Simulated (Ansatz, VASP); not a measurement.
**Cross-check of Ti (Titanium) between VASP and Ansatz**

Aim: how closely do two programs agree when they are given the same cell, functional and k mesh? The structure shown comes from an earlier Ansatz run, which isn't shown and may have moved the atoms alone.

Main program and level: Ansatz 0.2.0; plane waves, with VASP 6.6.1 beside it; elastic constants at PBEsol.

### 1. The starting structure

Symmetry: P6_3/mmc, No. 194, hexagonal system. The conventional cell has a = 2.900 Å, b = 2.900 Å, c = 4.591 Å, α = 90.00°, β = 90.00°, γ = 120.00°. Ti has 12 Ti at 2.84 to 2.90 Å nearest.

### 2. Ansatz: elastic constants, PBEsol

Ansatz runs on its default PAW (the set named soft_2) files.

Elastic constants are differences of stresses under small strains, so they test the stress and the mesh.

input.yaml reads:

```yaml
crystal:
  lattice:
    - [2.9003815396, 0.0, 0.0]
    - [-1.4501907698, 2.511804094, 0.0]
    - [0.0, 0.0, 4.5911587815]
  atoms:
    - { symbol: Ti, position: [0.3333333333, 0.6666666667, 0.25] }
    - { symbol: Ti, position: [0.6666666667, 0.3333333333, 0.75] }
kpoints:
  mp_grid: { grid: [21, 21, 10] }
hamiltonian:
  xc: pbesol
scf:
  occupations: { method: gaussian, width: 0.1 }
output:
  forces: true
  stress: true
  eigenvalues: true
elastic:
  mode: relaxed_ion
  stencil: two_point
```

On the command line:

```console
$ ansatz run input.yaml --threads 4 --pin off --max-ram 8192MiB --backend cpu --events-out ev --progress --plain --runs-dir out
```

Numbers of over 12 decimals in the logs are rounded to 6 here.

The program printed:

```text
Engine: ansatz 0.2.0, aarch64-unknown-linux-gnu
Pseudopotentials: kind: paw
Pseudopotential: Ti, paw, valence charge 12, recommended cutoff 420 eV (normal), Ti.paw.azcp
Functional definition: PBEsol
  exchange = pbesol_x
  correlation = pbesol_c
Crystal: 2 atoms, lattice volume = 33.447 Å³
Basis set: ecut = 420 eV, 627 PW (Γ), exchange–correlation on 40×40×64 points (8 copies of the dense FFT grid, shifted against one another)
Bands: 16, of which v1, the nominal top of the filled ones, is band 12 counted from 1 (11 counted from 0)
Symmetry: 24 space group operations
Space group: P63/mmc (ITA 194), of the structure as read, at distance tolerance 3.2e-5 Å
k-points: 288 of 4410
Non-local potential: Ti, projectors of the file, l = 0: 3, l = 1: 2, l = 2: 3, l = 3: 1
PAW form: soft (Blöchl's): semilocal exchange-correlation on the pseudo side does not see the compensation charge
PAW frozen core: Ti, regenerated for the run's functional, and the local potential with it (the file was generated under x = pbe(κ = 0.804, μ = 0.219515), c = pbe(β = 0.066725))
PAW one-centre angular grid: Ti, 590 points (default); XC on 64 Gauss nodes
Initial density: superposition of atomic densities (neutral atoms: chi_scale 0, normalization atom), corrected by the library's trained network
Initial wavefunctions: pseudopotential atomic-orbital guess
Functional: x = pbesol(κ = 0.804, μ = 0.123457), c = pbesol(β = 0.046)
SCF iter   1: F=—  HF=-4947.804262 eV  |F-HF|=—  |Δ(HF+E_count)|=         —  Δρ=8.52e-3  dr2=1.83e-2  ethr=1.77e-3  ⟨swp⟩=3.6  Hψ=18478  notcnv=0
preconditioner: auto → none  [metal: Δε(μ)=0.007 eV  Ē_g=2.955 eV  σ=0.100 eV  W_gap=0.04  n_scr=8 (ndim 8)  ℏωp=18.2 eV  f_vac=0.000  D(μ)=1.94/eV (n_scr^D=22)  sad-step TF]
SCF iter   2: F=—  HF=-4947.798888 eV  |F-HF|=—  |Δ(HF+E_count)|=   5.37e-3  Δρ=3.84e-3  dr2=3.89e-3  ethr=7.63e-5  ⟨swp⟩=2.1  Hψ=8039  notcnv=0  defer=12
SCF iter   3: F=—  HF=-4947.797775 eV  |F-HF|=—  |Δ(HF+E_count)|=   1.11e-3  Δρ=3.44e-4  dr2=1.20e-5  ethr=1.62e-5  ⟨swp⟩=2.9  Hψ=8158  notcnv=0  defer=12
SCF iter   4: F=—  HF=-4947.797754 eV  |F-HF|=—  |Δ(HF+E_count)|=   2.18e-5  Δρ=3.97e-5  dr2=1.59e-7  ethr=4.98e-8  ⟨swp⟩=2.0  Hψ=7604  notcnv=0  defer=12
SCF iter   5: F=—  HF=-4947.797753 eV  |F-HF|=—  |Δ(HF+E_count)|=   5.55e-7  Δρ=6.11e-6  dr2=7.41e-9  ethr=6.62e-10  ⟨swp⟩=2.6  Hψ=7291  notcnv=0  defer=12
SCF iter   6: F=—  HF=-4947.797753 eV  |F-HF|=—  |Δ(HF+E_count)|=   3.22e-9  Δρ=1.19e-6  dr2=3.58e-10  ethr=3.09e-11  ⟨swp⟩=2.1  Hψ=7937  notcnv=0  defer=12
SCF iter   7: F=—  HF=-4947.797753 eV  |F-HF|=—  |Δ(HF+E_count)|=  1.20e-10  Δρ=1.17e-7  dr2=1.89e-12  ethr=1.49e-12  ⟨swp⟩=3.0  Hψ=8301  notcnv=0  defer=12
SCF iter   8: F=-4947.797753 eV  HF=-4947.797753 eV  |F-HF|=0.00e0  |Δ(HF+E_count)|=    0.00e0  Δρ=1.21e-8  dr2=2.13e-14  ethr=1.00e-12  ⟨swp⟩=4.1  Hψ=14456  notcnv=0
SCF 1 converged in 8 iterations: F = -4947.797753 eV  dr2 = 2.13e-14
  greatest PAW one-centre occupation: 0.999 electrons in one spin orbital (limit 2), on the Ti atom at site 1 (counted from 0), in its partial waves of l = 0
Crystal: 2 atoms, lattice volume = 33.381 Å³
Symmetry: 8 space group operations
k-points: 726 of 4410
Initial density: handed on by an earlier stage of this run
Initial wavefunctions: pseudopotential atomic-orbital guess (no wavefunctions were taken with the density)
iter 1 solved again at ethr=2.09e-5 eV; its pass at ethr=3.10e-3 eV (dr2=5.03e-3 eV) is discarded
SCF iter   1: F=—  HF=-4947.799492 eV  |F-HF|=—  |Δ(HF+E_count)|=         —  Δρ=4.92e-3  dr2=5.02e-3  ethr=2.09e-5  ⟨swp⟩=1.0  Hψ=63282  notcnv=0
preconditioner: auto → none  [metal: Δε(μ)=0.006 eV  Ē_g=2.943 eV  σ=0.100 eV  W_gap=0.03  n_scr=8 (ndim 8)  ℏωp=18.2 eV  f_vac=0.000  D(μ)=1.98/eV (n_scr^D=22)]
[...]
SCF 2 converged in 8 iterations: F = -4947.797659 eV  dr2 = 7.46e-14
[...]
SCF 13 converged in 12 iterations: F = -4947.797736 eV  dr2 = 6.54e-21
[...]
SCF 14 converged in 8 iterations: F = -4947.797736 eV  dr2 = 2.55e-14
relax step   1: F+E_penalty+E_count = -4947.79773587 eV  Δ(F+E_penalty+E_count) = +0.000e0 eV  max|allowed force component| = 3.582e-6 eV/Å  Δτ_max = 0.0000 Å  (8 SCF iters, accepted)
[...]
SCF iter   7: F=—  HF=-4947.797736 eV  |F-HF|=—  |Δ(HF+E_count)|=  9.09e-13  Δρ=3.54e-8  dr2=1.41e-13  ethr=1.17e-15 (applied; sched 1.00e-12)  ⟨swp⟩=1.0  Hψ=18656  notcnv=0
iter 8 did not close the SCF: its close was put off for the readings that it lacked (scf_convergence_deferred on its scf_iter line)
SCF iter   8: F=-4947.797736 eV  HF=-4947.797736 eV  |F-HF|=0.00e0  |Δ(HF+E_count)|=    0.00e0  Δρ=1.86e-8  dr2=3.88e-14  ethr=5.86e-16 (applied; sched 1.00e-12)  ⟨swp⟩=1.0  Hψ=18657  notcnv=0
iter 9 did not close the SCF: its close was put off for the readings that it lacked (scf_convergence_deferred on its scf_iter line)
SCF iter   9: F=-4947.797736 eV  HF=-4947.797736 eV  |F-HF|=9.09e-13  |Δ(HF+E_count)|=    0.00e0  Δρ=7.43e-9  dr2=6.19e-15  ethr=4.17e-16 (applied; sched 1.00e-12)  ⟨swp⟩=1.0  Hψ=18656  notcnv=0
iter 10 did not close the SCF: its close was put off for the readings that it lacked (scf_convergence_deferred on its scf_iter line)
SCF iter  10: F=-4947.797736 eV  HF=-4947.797736 eV  |F-HF|=2.73e-12  |Δ(HF+E_count)|=  9.09e-13  Δρ=4.93e-11  dr2=2.78e-19  ethr=4.17e-16 (applied; sched 1.00e-12)  ⟨swp⟩=1.0  Hψ=18656  notcnv=0
iter 11 did not close the SCF: its close was put off for the readings that it lacked (scf_convergence_deferred on its scf_iter line)
SCF iter  11: F=-4947.797736 eV  HF=-4947.797736 eV  |F-HF|=9.09e-13  |Δ(HF+E_count)|=  1.82e-12  Δρ=1.77e-11  dr2=4.92e-20  ethr=4.17e-16 (applied; sched 1.00e-12)  ⟨swp⟩=1.0  Hψ=18656  notcnv=0
SCF iter  12: F=-4947.797736 eV  HF=-4947.797736 eV  |F-HF|=3.64e-12  |Δ(HF+E_count)|=  1.82e-12  Δρ=4.04e-12  dr2=1.85e-21  ethr=1.00e-12  ⟨swp⟩=1.0  Hψ=41980  notcnv=0
SCF 15 converged in 12 iterations: F = -4947.797736 eV  dr2 = 1.85e-21
SCF converged after 8 iterations
Free energy (F): -4947.797753 eV
Harris-Foulkes:  -4947.797753 eV  (|F-HF|=0.00e0)
Internal energy: -4947.787614 eV  (E = F + TS)
E sigma→0 (E₀):  -4947.792683 eV
Entropy (-TS):   -0.010139 eV (-5.070 meV/atom)
Fermi energy:    13.867445 eV
--- Per-component energies (eV) ---
  E_band       = -300.123295
  E_kinetic    = 546.114263
  E_local      = -1584.772250  (includes V_loc(G=0)·N_el)
  E_nonlocal   = 18.770030
  E_hartree    = 652.325623
  E_xc         = -193.882615
  E_vxc        = -243.650874  (∫ρ·V_xc dr)
  E_paw        = -2045.112003  (= ΣΔE_a)
  E_vpaw       = -341.235917  (= ΣTr[D̂ρ^β])
  E_aug_tail   = 0.000211  (compensation charges beyond the density's cutoff)
  E_ewald      = -2341.509642
  E_core_change = 0.278769  (= ΣΔE_core)
  E_smearing   = -0.010139  (= −TS)
  E_closure    = -0.000000  (closes the sum)
  Σ components = -4947.797753   (vs F -4947.797753, Δ=0.00e0)
--- Forces (eV/Å), atoms counted from 1 ---
  atom   1  Ti     0.00000000    -0.00000000    -0.00000000
  atom   2  Ti    -0.00000000     0.00000000     0.00000000
  max |Σ_I F_I| component: 3.70e-17 eV/Å
--- Stress (GPa, compression-positive) ---
        0.022678       0.000000       0.000000
        0.000000       0.022678      -0.000000
        0.000000      -0.000000      -0.017493
  P = ⅓ Tr σ = 0.0093 GPa (0.093 kbar)
--- Band table (eV; the first three rows and the last of 288) ---
  k-point 0: bands = [... 8 lower, 7.5854, 11.0745, 14.6547, 14.6547, 14.7400, 14.7877, 15.1874, 15.1874]
  k-point 1: bands = [... 8 lower, 7.6733, 11.0390, 14.5827, 14.6088, 14.6088, 14.7378, 15.1371, 15.1371]
  k-point 2: bands = [... 8 lower, 7.9316, 10.9017, 14.2368, 14.5266, 14.5266, 14.5963, 15.0066, 15.0066]
  k-point 287: bands = [... 8 lower, 12.5554, 12.5554, 12.7202, 12.7202, 13.6641, 13.6641, 15.6063, 15.6063]
--- Elastic constants: 3 strain directions × 2 members + reference (group order 24) ---
  dense FFT box of the reference and of every strained cell: 20×20×32
  strains applied: 11, 33, 23; error gains: componentwise 1.00 (the most a stress slope's error grows in a printed constant), spectral 1.41 (1 for all six strains in a standard setting)
  C = ∂σ_k/∂η_j (tension-positive GPa; Voigt order 11 22 33 23 13 12):
       177.992     92.981     84.077     -0.000     -0.000     -0.000
        92.981    177.992     84.077     -0.000     -0.000      0.000
        84.056     84.056    193.853     -0.000     -0.000     -0.000
         0.000     -0.000      0.000     41.149      0.000      0.000
        -0.000      0.000      0.000      0.000     41.149     -0.000
         0.000     -0.000     -0.000      0.000      0.000     42.505
  reference stress σ⁰ (GPa):     -0.023     -0.023      0.017      0.000     -0.000     -0.000
  C* (energy form; C + prestress term) asymmetry max|C*_kj − C*_jk| = 1.921e-2 GPa — a small one proves nothing (zero by symmetry where the batch's group is 432, −43m or m−3m); a large one is finite-difference/SCF noise where every solve meets its electron count
  moduli (Voigt/Reuss/Hill, GPa): K = 119.12/119.09/119.10   G = 44.21/43.76/43.98   E = 117.48   ν = 0.336
  mechanically stable: yes (min eigenvalue of sym C = 41.15 GPa)
  strain η (Voigt 11):  stress-route row diagonal C_11 = 177.99 GPa, energy-path curvature d²(F+E_count+ΔE)/dδ²/Ω₀ = 178.00 GPa
         δ    σ_11 (GPa)             F (eV)   n_scf  n_hpsi   n_pw
    -2.000e-3      -0.3810       -4947.7976693      12  236838    676   relax 3 steps, max|allowed force component| 8.59e-7 eV/Å
     2.000e-3       0.3309       -4947.7976883      12  237081    683   relax 3 steps, max|allowed force component| 1.23e-7 eV/Å
  strain η (Voigt 33):  stress-route row diagonal C_33 = 193.85 GPa, energy-path curvature d²(F+E_count+ΔE)/dδ²/Ω₀ = 193.89 GPa
         δ    σ_33 (GPa)             F (eV)   n_scf  n_hpsi   n_pw
    -2.000e-3      -0.3714       -4947.7976797       6   72910    678   relax 0 steps, max|allowed force component| 3.15e-16 eV/Å
     2.000e-3       0.4040       -4947.7976646       6   67670    678   relax 0 steps, max|allowed force component| 3.61e-16 eV/Å
  strain η (Voigt 23):  stress-route row diagonal C_44 = 41.15 GPa, energy-path curvature d²(F+E_count+ΔE)/dδ²/Ω₀ = 41.16 GPa
         δ    σ_23 (GPa)             F (eV)   n_scf  n_hpsi   n_pw
    -2.000e-3      -0.0823       -4947.7977359      12  381904    678   relax 1 steps, max|allowed force component| 3.58e-6 eV/Å
     2.000e-3       0.0823       -4947.7977359      12  382249    678   relax 1 steps, max|allowed force component| 3.58e-6 eV/Å
```

Reading the cycles: dr2 is the Hartree energy of the density residual (eV), the measure of convergence; HF is the Harris–Foulkes estimate of the energy, which meets the free energy F at convergence.

[end of part 1 of 2]

[Lines on the potential files, build, host, timing and source positions are cut from VASP's logs without a mark.]

[Logs are printed without paths, hosts, clocks, repeated set-up lines and the standing remarks that a program may print on its own settings, such as how far it seeks lower states.]

[Hosts, paths, dates, database ids (printed as entryN), source tags and the programs' standing remarks are cut or masked in the printed files.]
